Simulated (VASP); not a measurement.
Input for VASP

File KPOINTS:
```
Automatic mesh
0
Gamma
5 5 5
0 0 0
```

### INCAR
```
ALGO = Normal
EDIFF = 1E-6
ENCUT = 400
GGA = PS
ISIF = 2
ISMEAR = 0
LASPH = T
LCHARG = F
LMAXMIX = 4
LREAL = F
LWAVE = F
NELM = 100
PREC = Accurate
SIGMA = 0.01
SYSTEM = Li2GePbS4
```

POSCAR:
```
Li2GePbS4
1.0
 -3.2852450000   3.2852450000   3.9542950000
  3.2852450000  -3.2852450000   3.9542950000
  3.2852450000   3.2852450000  -3.9542950000
Li Ge Pb S
2 1 1 4
Cartesian
 -0.0000000000   3.2852450000   1.9771475000
  3.2852450000   0.0000000000   1.9771475000
  0.0000000000   0.0000000000   3.9542950000
  0.0000000000   0.0000000000   0.0000000000
  1.2944522349  -1.2944522349   5.2418925379
  1.9907927651   1.9907927651  -1.2875975379
 -1.2944522349   1.2944522349   5.2418925379
  1.2944522349   1.2944522349   2.6666974621
```

POTCAR, in this order: Li_sv Ge_d Pb_d S (PBE.64 set). Program: vasp_std.

Question: Write an equivalent input for Ansatz.

Answer: One equivalent input (not run):
Ansatz 0.2 input:
```yaml
crystal:
  lattice:
    - [-3.2852450, 3.2852450, 3.9542950]
    - [3.2852450, -3.2852450, 3.9542950]
    - [3.2852450, 3.2852450, -3.9542950]
  atoms:
    - { symbol: Li, position: [0.7500000, 0.2500000, 0.5000000] }
    - { symbol: Li, position: [0.2500000, 0.7500000, 0.5000000] }
    - { symbol: Ge, position: [0.5000000, 0.5000000, 0.0000000] }
    - { symbol: Pb, position: [0.0000000, 0.0000000, 0.0000000] }
    - { symbol: S, position: [0.4658000, 0.8598200, 0.0000000] }
    - { symbol: S, position: [0.1401800, 0.1401800, 0.6059800] }
    - { symbol: S, position: [0.8598200, 0.4658000, 0.0000000] }
    - { symbol: S, position: [0.5342000, 0.5342000, 0.3940200] }
kpoints:
  mp_grid: { grid: [5, 5, 5] }
hamiltonian:
  xc: pbesol
  pseudopotentials: { kind: paw }
scf:
  occupations: { method: gaussian, width: 0.01 }
  max_iter: 100
output: { forces: true, stress: true, eigenvalues: true }
```
What does not carry over: each code has its own PAW files, so the cut-off isn't converted (ENCUT is set for VASP's; basis.ecutwfc is left out, and Ansatz then takes the one that its files recommend); Ansatz stops its SCF on the density residual and VASP on the energy change (EDIFF).

The structure comes from a computed database's Li2GePbS4 entry; how it stands against other phases isn't given here. The cell was not relaxed at this level.
